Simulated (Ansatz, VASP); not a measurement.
# Ge2H (armchair Ge ribbon N=4 H edges) in two plane-wave programs

One calculation is typed for both programs; each brings its own data sets. How far apart do they land? The cell is taken from a series of runs on this material, whose earlier steps may have relaxed, scaled, displaced or heated it; both programs get it as it stands.

Main program and level: Ansatz 0.2.0; plane waves, with VASP 6.6.1 beside it; single point at PBE.

## (1) The structure

The cell holds 12 atoms: 8 Ge and 4 H. Its edges and angles: a = 15.747 Å, b = 7.670 Å, c = 7.007 Å, α = 90.0°, β = 90.0°, γ = 90.0°. Vacuum lies along a and b. The structure's axis is c.

As a file:

```
Ge H
1.0
    15.74700    0.00000    0.00000
     0.00000    7.67000    0.00000
     0.00000    0.00000    7.00682
Ge H
8 4
Direct
  0.31165 0.54927 0.00705
  0.56391 0.54284 0.99933
  0.31165 0.45073 0.32628
  0.56391 0.45716 0.33400
  0.43609 0.54284 0.49933
  0.68835 0.54927 0.50705
  0.43609 0.45716 0.83400
  0.68835 0.45073 0.82628
  0.77165 0.50053 0.39819
  0.22835 0.49947 0.43515
  0.22835 0.50053 0.89819
  0.77165 0.49947 0.93515
```

## (2) VASP: single point, PBE

With cell and atoms fixed, the geometry can't cause a difference; cores, projectors, grids and the points listed under the comparison can.

Lines of VASP's logs that name or quote its potential files are left out, and so is its time.

The input, INCAR:

```
SYSTEM = Ge2H
PREC = Accurate
ENCUT = 410
EDIFF = 1E-06
NELM = 120
ISMEAR = -1
SIGMA = 0.05
LREAL = .FALSE.
ALGO = Normal
GGA = PE
NBANDS = 71
LORBIT = 11
LWAVE = .FALSE.
LCHARG = .FALSE.
ISIF = 2
LASPH = .TRUE.
GGA_COMPAT = .FALSE.
EFERMI = MIDGAP
KPAR = 2
```

The input, POSCAR:

```
Ge2H
1.0
   15.7470000000      0.0000000000      0.0000000000
    0.0000000000      7.6700000000      0.0000000000
    0.0000000000      0.0000000000      7.0068237960
Ge H
8 4
Direct
    0.3116451660      0.5492713780      0.0070535105
    0.5639078190      0.5428445910      0.9993301880
    0.3116451660      0.4507286220      0.3262798235
    0.5639078190      0.4571554090      0.3340031460
    0.4360921810      0.5428445910      0.4993301880
    0.6883548340      0.5492713780      0.5070535105
    0.4360921810      0.4571554090      0.8340031460
    0.6883548340      0.4507286220      0.8262798235
    0.7716475610      0.5005303000      0.3981851230
    0.2283524390      0.4994697000      0.4351482110
    0.2283524390      0.5005303000      0.8981851230
    0.7716475610      0.4994697000      0.9351482110
```

The input, KPOINTS:

```
Automatic mesh
0
Gamma
1 1 12
0 0 0
```

PAW data sets: Ge_d and H (PBE family, release 64).

The run is started by

```console
$ mpirun -np 2 vasp_std
```

Numbers of over 12 decimals in the logs are rounded to 6 here.

Output:

```text
[banner, memory and clock lines left out]
running    2 mpi-ranks, on    1 nodes
 distrk:  each k-point on    1 cores,    2 groups
 distr:  one band on    1 cores,    1 groups

 POSCAR found type information on POSCAR GeH
 POSCAR found :  2 types and      12 ions
 LDA part: xc-table for (Slater+PW92), standard interpolation
 POSCAR, INCAR and KPOINTS ok, starting setup
 FFT: planning ... GRIDC
 FFT: planning ... GRID_SOFT
 FFT: planning ... GRID
 WAVECAR not read
 entering main loop
       N       E                     dE             d eps       ncg     rms          rms(c)
DAV:   1     0.931418396898E+03    0.93142E+03   -0.52686E+04  1220   0.196E+03
DAV:   2     0.984683529296E+02   -0.83295E+03   -0.81136E+03  1274   0.467E+02
DAV:   3    -0.376856898827E+02   -0.13615E+03   -0.13490E+03  1369   0.179E+02
DAV:   4    -0.454567784765E+02   -0.77711E+01   -0.77329E+01  1164   0.501E+01
DAV:   5    -0.457747691878E+02   -0.31799E+00   -0.31786E+00  1460   0.102E+01    0.831E+00
DAV:   6    -0.446394504951E+02    0.11353E+01   -0.50026E-01  1103   0.638E+00    0.477E+00
DAV:   7    -0.440517276215E+02    0.58772E+00   -0.18244E+00  1309   0.736E+00    0.819E-01
DAV:   8    -0.440614990602E+02   -0.97714E-02   -0.31743E-01  1127   0.445E+00    0.453E-01
DAV:   9    -0.440541599450E+02    0.73391E-02   -0.39785E-02  1148   0.151E+00    0.217E-01
DAV:  10    -0.440530654959E+02    0.10944E-02   -0.52524E-03  1103   0.218E+00    0.124E-01
DAV:  11    -0.440510645161E+02    0.20010E-02   -0.29469E-03  1262   0.107E+00    0.694E-02
DAV:  12    -0.440512873366E+02   -0.22282E-03   -0.16340E-03  1309   0.394E-01    0.468E-02
DAV:  13    -0.440528720662E+02   -0.15847E-02   -0.77552E-04  1024   0.591E-01    0.190E-02
DAV:  14    -0.440531823272E+02   -0.31026E-03   -0.19392E-04  1105   0.360E-01    0.130E-02
DAV:  15    -0.440539676046E+02   -0.78528E-03   -0.16297E-04  1236   0.783E-02    0.688E-03
DAV:  16    -0.440541588231E+02   -0.19122E-03   -0.22381E-05  1113   0.440E-02    0.504E-03
DAV:  17    -0.440544321260E+02   -0.27330E-03   -0.21641E-05  1046   0.117E-01    0.320E-03
DAV:  18    -0.440545011402E+02   -0.69014E-04   -0.10128E-05   874   0.247E-02    0.158E-03
DAV:  19    -0.440545012336E+02   -0.93449E-07   -0.20792E-06   725   0.289E-02
   1 F= -.44054501E+02 E0= -.44054463E+02  d E =-.755226E-04
```

OUTCAR, selected parts (step 2):

```text
ion  position               nearest neighbor table
   1  0.312  0.549  0.007-  11 1.56   3 2.36   7 2.41
   2  0.564  0.543  0.999-   8 2.41   7 2.41   4 2.44
   3  0.312  0.451  0.326-  10 1.56   1 2.36   5 2.41
   4  0.564  0.457  0.334-   6 2.41   5 2.41   2 2.44
   5  0.436  0.543  0.499-   3 2.41   4 2.41   7 2.44
   6  0.688  0.549  0.507-   9 1.56   8 2.36   4 2.41
   7  0.436  0.457  0.834-   1 2.41   2 2.41   5 2.44
   8  0.688  0.451  0.826-  12 1.56   6 2.36   2 2.41
   9  0.772  0.501  0.398-   6 1.56
  10  0.228  0.499  0.435-   3 1.56
  11  0.228  0.501  0.898-   1 1.56
  12  0.772  0.499  0.935-   8 1.56

  LATTYP: Found a simple orthorhombic cell.
 ALAT       =     7.0068237960
 B/A-ratio  =     1.0946471930
 C/A-ratio  =     2.2473806190

 Subroutine GETGRP returns: Found  4 space group operations
 (whereof  1 operations were pure point group operations)

The static configuration has the point symmetry C_1 .
 The point group associated with its full space group is C_2h.

 Found      7 irreducible k-points:

   k-points           NKPTS =      7   k-points in BZ     NKDIM =      7   number of bands    NBANDS=     71

   dimension x,y,z NGX =   108 NGY =   54 NGZ =   48
   dimension x,y,z NGXF=   216 NGYF=  108 NGZF=   96

   ENCUT  =  410.0 eV  30.13 Ry    5.49 a.u.  26.00 12.66 11.57*2*pi/ulx,y,z

   NELECT =     116.0000    total number of electrons

 k-points in reciprocal lattice and weights: Automatic mesh
   0.00000000  0.00000000  0.00000000       0.083
   0.00000000  0.00000000  0.08333333       0.167
   0.00000000  0.00000000  0.16666667       0.167
   0.00000000  0.00000000  0.25000000       0.167
   0.00000000  0.00000000  0.33333333       0.167
   0.00000000  0.00000000  0.41666667       0.167
   0.00000000  0.00000000  0.50000000       0.083

 average (electrostatic) potential at core
       1 -81.4005       2 -81.4507       3 -81.4005       4 -81.4507       5 -81.4507
       6 -81.4005       7 -81.4507       8 -81.4005       9 -39.2589      10 -39.2589
      11 -39.2589      12 -39.2589

 E-fermi :  -2.4022

 k-point     1 :       0.0000    0.0000    0.0000
  band No.  band energies     occupation
    ...
     54      -4.3668      2.00000
     55      -3.8343      2.00000
     56      -3.5739      2.00000
     57      -3.0583      2.00000
     58      -2.8219      1.99955
     59      -1.9643      0.00031
     60      -1.9194      0.00013
     61      -0.7108      0.00000
     62      -0.6439      0.00000
     63      -0.2787      0.00000
    ...

 k-point     2 :       0.0000    0.0000    0.0833
  band No.  band energies     occupation
    ...
     54      -4.3590      2.00000
     55      -3.8314      2.00000
     56      -3.6415      2.00000
     57      -3.1511      2.00000
     58      -2.8639      1.99980
     59      -1.9336      0.00017
     60      -1.8168      0.00002
     61      -0.7380      0.00000
     62      -0.6181      0.00000
     63      -0.2718      0.00000
    ...

 k-point     3 :       0.0000    0.0000    0.1667
  band No.  band energies     occupation
    ...
     54      -4.3259      2.00000
     55      -3.8282      2.00000
     56      -3.8257      2.00000
     57      -3.3619      2.00000
     58      -2.9774      1.99998
     59      -1.8513      0.00003
     60      -1.5776      0.00000
     61      -0.8180      0.00000
     62      -0.5314      0.00000
     63      -0.2507      0.00000
    ...

  Total       -0.7814326      0.5753301     -0.8678125      0.0000000      0.0588317      0.0000000
  in kB       -1.4794072      1.0892141     -1.6429415      0.0000000      0.1113801      0.0000000
  external PRESSURE =      -0.6777115 kB  Pullay stress =       0.0000000 kB

  energy-cutoff  :      410.00
  volume of cell :      846.28
      direct lattice vectors                 reciprocal lattice vectors
    15.747000000  0.000000000  0.000000000     0.063504160  0.000000000  0.000000000
     0.000000000  7.670000000  0.000000000     0.000000000  0.130378096  0.000000000
     0.000000000  0.000000000  7.006823796     0.000000000  0.000000000  0.142718017

 POSITION                                       TOTAL-FORCE (eV/Angst)
 -----------------------------------------------------------------------------------
      4.90748      4.21291      0.04942        -0.002424     -0.020643      0.013705
      8.87986      4.16362      7.00213        -0.000132      0.005617     -0.000390
      4.90748      3.45709      2.28619        -0.002424      0.020643     -0.013705
      8.87986      3.50638      2.34030        -0.000132     -0.005617      0.000390
      6.86714      4.16362      3.49872         0.000132      0.005617     -0.000390
     10.83952      4.21291      3.55283         0.002424     -0.020643      0.013705
      6.86714      3.50638      5.84371         0.000132     -0.005617      0.000390
     10.83952      3.45709      5.78960         0.002424      0.020643     -0.013705
     12.15113      3.83907      2.79001        -0.012690     -0.000036      0.004888
      3.59587      3.83093      3.04901         0.012690      0.000036     -0.004888
      3.59587      3.83907      6.29342         0.012690     -0.000036      0.004888
     12.15113      3.83093      6.55242        -0.012690      0.000036     -0.004888
 -----------------------------------------------------------------------------------
    total drift:                                0.000000     -0.000000      0.000000

  FREE ENERGIE OF THE ION-ELECTRON SYSTEM (eV)
  ---------------------------------------------------
  free  energy   TOTEN  =       -44.0545012336 eV

  energy  without entropy=      -44.0544257110  energy(sigma->0) =      -44.05446347

 total charge
# of ion       s       p       d       tot
------------------------------------------
    1        1.154   1.223  10.019  12.395
    2        1.174   1.155  10.005  12.334
    3        1.154   1.223  10.019  12.395
    4        1.174   1.155  10.005  12.334
    5        1.174   1.155  10.005  12.334
    6        1.154   1.223  10.019  12.395
    7        1.174   1.155  10.005  12.334
    8        1.154   1.223  10.019  12.395
    9        0.531   0.012   0.000   0.543
   10        0.531   0.012   0.000   0.543
   11        0.531   0.012   0.000   0.543
   12        0.531   0.012   0.000   0.543
--------------------------------------------------
tot         11.436   9.558  80.094 101.088

[... 3 further parts left out ...]
```

## (3) Ansatz: single point, PBE

Ansatz runs on its default PAW (the set named soft_2) files.

The same cell, functional, mesh and smearing now go to Ansatz, which takes its cutoff from its data sets.

The input, input.yaml:

```yaml
crystal:
  lattice:
    - [15.747, 0.0, 0.0]
    - [0.0, 7.67, 0.0]
    - [0.0, 0.0, 7.006823796]
  atoms:
    - { symbol: Ge, position: [0.311645166, 0.549271378, 0.00705351] }
    - { symbol: Ge, position: [0.563907819, 0.542844591, 0.999330188] }
    - { symbol: Ge, position: [0.311645166, 0.450728622, 0.326279823] }
    - { symbol: Ge, position: [0.563907819, 0.457155409, 0.334003146] }
    - { symbol: H, position: [0.771647561, 0.5005303, 0.398185123] }
    - { symbol: H, position: [0.228352439, 0.4994697, 0.435148211] }
    - { symbol: Ge, position: [0.436092181, 0.542844591, 0.499330188] }
    - { symbol: Ge, position: [0.688354834, 0.549271378, 0.50705351] }
    - { symbol: Ge, position: [0.436092181, 0.457155409, 0.834003146] }
    - { symbol: Ge, position: [0.688354834, 0.450728622, 0.826279823] }
    - { symbol: H, position: [0.228352439, 0.5005303, 0.898185123] }
    - { symbol: H, position: [0.771647561, 0.4994697, 0.935148211] }
kpoints:
  mp_grid: { grid: [1, 1, 12] }
  band_path: { path: ["Γ", Z], npoints: 90 }
scf:
  occupations: { method: fermi_dirac, width: 0.05 }
hamiltonian:
  xc: pbe
output:
  dos: { e_range: [-5, 4] }
  write_potential: true
  write_density: true
  volumetric_format: npy
```

The run is started by

```console
$ ansatz run input.yaml --threads 4 --pin off --max-ram 16384MiB --backend cpu --events-out ev --progress --plain --runs-dir out
```

Output:

```text
Engine: ansatz 0.2.0, aarch64-unknown-linux-gnu
Pseudopotentials: kind: paw
Pseudopotential: Ge, paw, valence charge 14, recommended cutoff 420 eV (normal), Ge.paw.azcp
Pseudopotential: H, paw, valence charge 1, recommended cutoff 420 eV (normal), H.paw.azcp
Functional definition: PBE
  parameter kappa = 0.804
  parameter beta = 0.066725
  exchange = pbe_x(kappa = kappa, mu = beta*pi^2/3)
  correlation = pbe_c(beta = beta)
Crystal: 12 atoms, lattice volume = 846.281 Å³
Basis set: ecut = 420 eV, 16575 PW (Γ)
Bands: 70, of which v1, the nominal top of the filled ones, is band 58 counted from 1 (57 counted from 0)
Symmetry: 4 space group operations
Space group: P2/c (ITA 13), of the structure as read, at distance tolerance 9.5e-5 Å
k-points: 7 of 12
Non-local potential: Ge, projectors of the file, l = 0: 2, l = 1: 2, l = 2: 3, l = 3: 1
Non-local potential: H, projectors of the file, l = 0: 2, l = 1: 1
PAW form: soft (Blöchl's): semilocal exchange-correlation on the pseudo side does not see the compensation charge
PAW one-centre angular grid: Ge, 590 points (default); XC on 64 Gauss nodes
PAW one-centre angular grid: H, 110 points (default); XC on 64 Gauss nodes
Initial density: superposition of atomic densities (neutral atoms: chi_scale 0, normalization atom), corrected by the library's trained network
Initial wavefunctions: pseudopotential atomic-orbital guess
Functional: x = pbe(κ = 0.804, μ = 0.219515), c = pbe(β = 0.066725)
SCF iter   1: F=—  HF=-34417.719861 eV  |F-HF|=—  |Δ(HF+E_count)|=         —  Δρ=1.46e-3  dr2=6.05e-2  ethr=1.77e-3  ⟨swp⟩=7.9  Hψ=1953  notcnv=0  defer=6
preconditioner: auto → Resta (q_TF=auto, 1.959 Å⁻¹)  ε∞=2.0  [insulator: Δε(μ)=0.869 eV  Ē_g=7.646 eV  σ=0.050 eV  W_gap=1.00  n_scr=100 (ndim 8)  ℏωp=7.7 eV  f_vac=0.651  D(μ)=0.00/eV (n_scr^D=0)  ε∞_Penn≈2.0  vacuum switching on, ρ_ref=4.2e-3 e/Å³]
SCF iter   2: F=—  HF=-34417.717386 eV  |F-HF|=—  |Δ(HF+E_count)|=   2.48e-3  Δρ=9.30e-4  dr2=1.56e-2  ethr=5.22e-5  ⟨swp⟩=4.0  Hψ=1056  notcnv=0  defer=35
SCF iter   3: F=—  HF=-34417.723973 eV  |F-HF|=—  |Δ(HF+E_count)|=   6.59e-3  Δρ=3.78e-4  dr2=4.83e-3  ethr=1.35e-5  ⟨swp⟩=3.0  Hψ=936  notcnv=0  defer=35
SCF iter   4: F=—  HF=-34417.727061 eV  |F-HF|=—  |Δ(HF+E_count)|=   3.09e-3  Δρ=1.36e-4  dr2=2.42e-4  ethr=4.16e-6  ⟨swp⟩=2.3  Hψ=572  notcnv=0  defer=35
SCF iter   5: F=—  HF=-34417.727452 eV  |F-HF|=—  |Δ(HF+E_count)|=   3.91e-4  Δρ=5.29e-5  dr2=3.40e-5  ethr=2.08e-7  ⟨swp⟩=2.0  Hψ=861  notcnv=0  defer=35
SCF iter   6: F=—  HF=-34417.727511 eV  |F-HF|=—  |Δ(HF+E_count)|=   5.90e-5  Δρ=2.25e-5  dr2=4.46e-6  ethr=2.93e-8  ⟨swp⟩=2.0  Hψ=587  notcnv=0  defer=35
SCF iter   7: F=-34417.727522 eV  HF=-34417.727522 eV  |F-HF|=3.51e-7  |Δ(HF+E_count)|=   1.07e-5  Δρ=2.45e-6  dr2=5.44e-8  ethr=8.62e-11  ⟨swp⟩=11.4  Hψ=2217  notcnv=0
SCF 1 converged in 7 iterations: F = -34417.727522 eV  dr2 = 5.44e-8
  greatest PAW one-centre occupation: 0.998 electrons in one spin orbital (limit 2), on the Ge atom at site 7 (counted from 0), in its partial waves of l = 2
NSCF: frozen V_eff on 91 k-points
WARN: The output density's exchange-correlation potential varies sharply where the density is thin. Do not read a vacuum level from v_tot or v_xc, or from such a field of the output density. On a cell that repeats whose density bears no net charge and no dipole along the vacuum's axis use v_es (v_loc + v_h of the components); under efield.dipole_correction with no amplitude use v_es + v_field, which holds any externa [...]
SCF converged after 7 iterations
Free energy (F): -34417.727522 eV
Harris-Foulkes:  -34417.727522 eV  (|F-HF|=3.51e-7)
Internal energy: -34417.727447 eV  (E = F + TS)
E sigma→0 (E₀):  -34417.727484 eV
Entropy (-TS):   -0.000075 eV (-0.006 meV/atom)
Fermi energy:    -1.625179 eV
--- Per-component energies (eV) ---
  E_band       = -2314.710576
  E_kinetic    = 932.852674
  E_local      = -45935.319038  (includes V_loc(G=0)·N_el)
  E_nonlocal   = 3347.223387
  E_hartree    = 21191.784367
  E_xc         = -631.926894
  E_vxc        = -550.829839  (∫ρ·V_xc dr)
  E_paw        = -16153.310449  (= ΣΔE_a)
  E_vpaw       = -2492.211167  (= ΣTr[D̂ρ^β])
  E_aug_tail   = -0.002394  (compensation charges beyond the density's cutoff)
  E_ewald      = 2830.970901
  E_smearing   = -0.000075  (= −TS)
  E_closure    = -0.000000  (closes the sum)
  Σ components = -34417.727522   (vs F -34417.727522, Δ=0.00e0)
--- Band table (eV; the first three rows and the last of 7) ---
  k-point 0: bands = [... 54 lower, -3.0539, -2.7925, -2.2825, -2.0451, -1.1871, -1.1426, 0.0668, 0.1380, ... 8 higher]
  k-point 1: bands = [... 54 lower, -3.0511, -2.8601, -2.3752, -2.0871, -1.1564, -1.0401, 0.0396, 0.1635, ... 8 higher]
  k-point 2: bands = [... 54 lower, -3.0468, -3.0456, -2.5858, -2.2006, -1.0739, -0.8011, -0.0406, 0.2494, ... 8 higher]
  k-point 6: bands = [... 54 lower, -3.4740, -3.4740, -2.8903, -2.8903, -0.5563, -0.5563, 0.2258, 0.2258, ... 8 higher]
```

The column dr2 measures how far the density is from self-consistency, as an energy; F and HF (Harris–Foulkes) agree once it is small.

## (4) Side by side

Known differences besides the potentials themselves: the cutoff is 420 eV in Ansatz and 410 eV in VASP. Total energies have different zeros and are not compared.

The two programs side by side:

```
              quantity  Ansatz   VASP  difference
gap on the k mesh (eV)   0.858  0.858       0.000
```

A gap on the mesh is an upper bound, since the band edges may lie between its points.

## (5) Results

```
difference in gap on the k mesh (single point, PBE) : 3.6e-4 eV
```

What this shows: The difference in gap on the k mesh is 3.6e-4 eV (single point, PBE), within the 0.08 eV picked in this series as the mark of a large difference. 5 further runs of this series are not shown here. How closely two codes agree says nothing of how well the functional describes the real material.

[Lines on the potential files, build, host, timing and source positions are cut from VASP's logs without a mark.]

[Logs are printed without paths, hosts, clocks, repeated set-up lines and the standing remarks that a program may print on its own settings, such as how far it seeks lower states.]

[Hosts, paths, dates, database ids (printed as entryN), source tags and the programs' standing remarks are cut or masked in the printed files.]
